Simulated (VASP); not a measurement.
Method: PBE GGA, VASP's PBE PAW potentials (set 64) (plane waves; VASP).

The input files of a VASP run:

**INCAR**
```
# general
SYSTEM =Pb
PREC   =Accurate
ENCUT  =300
LREAL  =.False.
LASPH  =.True.

# electronic loop
EDIFF  =1E-6
NELM   =100
ALGO   =Normal
LMAXMIX=4

# smearing
ISMEAR =0
SIGMA  =0.1

# functional
GGA    =PE

# ions
ISIF   =2

# output
LWAVE  =.False.
LCHARG =.False.
```

POSCAR:
```
Pb
1
    5.1993380000     0.0000000000     0.0000000000
   -2.5996690000     4.5027580000     0.0000000000
    0.0000000000     0.0000000000    14.0000000000
Pb
2
Direct
  0.0012830000   0.0048640000   0.5010070000
  0.6653840000   0.3284690000   0.4989930000
```

File KPOINTS:
```
Automatic mesh
0
Gamma
4 4 1
0 0 0
```

POTCAR, in this order: Pb_d (PBE.64 set). Program: vasp_std.

The resulting files:

File OUTCAR:
```
 ion  position               nearest neighbor table
   1  0.001  0.005  0.501-   2 2.97   2 2.99   2 3.05
   2  0.665  0.328  0.499-   1 2.97   1 2.99   1 3.05
  LATTYP: Found a hexagonal cell.
 ALAT       =     5.1993380000
 C/A-ratio  =     2.6926504874
 Subroutine PRICEL returns:
 Original cell was already a primitive cell.
 Subroutine GETGRP returns: Found  2 space group operations
The static configuration has the point symmetry C_1 .
 The point group associated with its full space group is S_2 .
The dynamic configuration has the point symmetry C_1 .
 Subroutine INISYM returns: Found  2 space group operations
 Subroutine IBZKPT returns following result:
 Found     10 irreducible k-points:

 Following reciprocal coordinates:
            Coordinates               Weight
  0.000000  0.000000  0.000000      1.000000
  0.250000  0.000000  0.000000      2.000000
  0.000000  0.250000  0.000000      2.000000
 -0.250000  0.250000  0.000000      2.000000
  0.500000  0.000000  0.000000      1.000000
  0.000000  0.500000  0.000000      1.000000
  0.500000  0.500000  0.000000      1.000000
...
```

OSZICAR:
```
       N       E                     dE             d eps       ncg     rms          rms(c)
DAV:   1     0.190255828330E+03    0.19026E+03   -0.98909E+03   496   0.794E+02
DAV:   2     0.804181983405E+01   -0.18221E+03   -0.18103E+03   376   0.338E+02
DAV:   3    -0.518672849678E+01   -0.13229E+02   -0.13161E+02   432   0.111E+02
DAV:   4    -0.553378662358E+01   -0.34706E+00   -0.34531E+00   438   0.240E+01
DAV:   5    -0.554247905374E+01   -0.86924E-02   -0.86889E-02   458   0.290E+00    0.156E+00
DAV:   6    -0.546603408847E+01    0.76445E-01   -0.70446E-02   470   0.217E+00    0.730E-01
DAV:   7    -0.545849038223E+01    0.75437E-02   -0.31985E-02   466   0.181E+00    0.330E-01
DAV:   8    -0.545877298295E+01   -0.28260E-03   -0.43789E-03   426   0.834E-01    0.927E-02
DAV:   9    -0.545885729463E+01   -0.84312E-04   -0.95804E-04   458   0.177E-01    0.397E-02
DAV:  10    -0.545885335384E+01    0.39408E-05   -0.31017E-04   368   0.146E-01    0.158E-02
DAV:  11    -0.545884219973E+01    0.11154E-04   -0.13652E-04   360   0.105E-01    0.950E-03
DAV:  12    -0.545899818082E+01   -0.15598E-03   -0.25365E-05   364   0.364E-02    0.601E-03
DAV:  13    -0.545913707395E+01   -0.13889E-03   -0.16654E-05   290   0.305E-02    0.363E-03
DAV:  14    -0.545926340620E+01   -0.12633E-03   -0.84533E-06   280   0.155E-02    0.141E-03
DAV:  15    -0.545928712782E+01   -0.23722E-04   -0.15035E-06   312   0.899E-03    0.728E-04
DAV:  16    -0.545929314985E+01   -0.60220E-05   -0.17964E-07   222   0.416E-03    0.220E-04
DAV:  17    -0.545929521747E+01   -0.20676E-05   -0.65964E-08   206   0.179E-03    0.170E-04
DAV:  18    -0.545929562867E+01   -0.41120E-06   -0.23967E-08   220   0.203E-03
   1 F= -.54592956E+01 E0= -.54336844E+01  d E =-.512225E-01
```

### OUTCAR
```
------------------------ aborting loop because EDIFF is reached ----------------------------------------
  FORCE on cell =-STRESS in cart. coord.  units (eV):
  Direction    XX          YY          ZZ          XY          YZ          ZX
  --------------------------------------------------------------------------------------
  Total       -0.0120853     -0.5361765     -0.2506518     -0.0652131     -0.0017462      0.0009029
  in kB       -0.0590764     -2.6209796     -1.2252556     -0.3187798     -0.0085357      0.0044136
  external PRESSURE =      -1.3017705 kB  Pullay stress =       0.0000000 kB
  volume of cell :      327.76
      direct lattice vectors                 reciprocal lattice vectors
     5.199338000  0.000000000  0.000000000     0.192332178  0.111043054  0.000000000
    -2.599669000  4.502758000  0.000000000     0.000000000  0.222086108  0.000000000
     0.000000000  0.000000000 14.000000000     0.000000000  0.000000000  0.071428571
 POSITION                                       TOTAL-FORCE (eV/Angst)
 -----------------------------------------------------------------------------------
     -0.00597      0.02190      7.01410         0.030489     -0.057138      0.170618
      2.60565      1.47902      6.98590        -0.030489      0.057138     -0.170618
 -----------------------------------------------------------------------------------
    total drift:                                0.000000     -0.000000     -0.000000
  FREE ENERGIE OF THE ION-ELECTRON SYSTEM (eV)
  ---------------------------------------------------
  free  energy   TOTEN  =        -5.4592956287 eV

  energy  without entropy=       -5.4080731656  energy(sigma->0) =       -5.43368440
```
(Selected blocks of OUTCAR.)

At this cut-off the stress carries a Pulay error, which pulls relaxed volumes low. The cell holds a wide vacuum, so values per volume refer to the whole cell.

The cell is a sheet with vacuum, built from a generated structure.
